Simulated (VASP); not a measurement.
Here is the system:

```xyz
1
Lattice="0.0000 1.9577 1.9577 1.9577 0.0000 1.9577 1.9577 1.9577 0.0000" Properties=species:S:1:pos:R:3 pbc="T T T"
Pt     0.0000     0.0000     0.0000
```

All values below come from PBEsol GGA, VASP's PBE PAW potentials (set 64) (plane waves; VASP 6.6.1). Run with PREC = Normal, EDIFF = 1E-5, 400 eV cut-off, 18×18×18 Γ-centred mesh, first-order Methfessel-Paxton smearing of 0.10 eV, potentials Pt.

Unless said otherwise, spin-orbit coupling is left out, though it shifts the bands of the heavy elements here.

Task: What does the run give for the energy per atom (σ→0), band gap (on the k-mesh) with the smallest direct gap where there is one?

Result: 
| Quantity | Value |
|---|---|
| band gap (on the k-mesh) | none (metal, semimetal or under 0.01 eV) |
| energy per atom (σ→0) | -6.960 eV/atom |

Total energies compare only between runs with the same potentials, cut-off and functional.

The compound is Pt in the fcc structure. It was relaxed first.
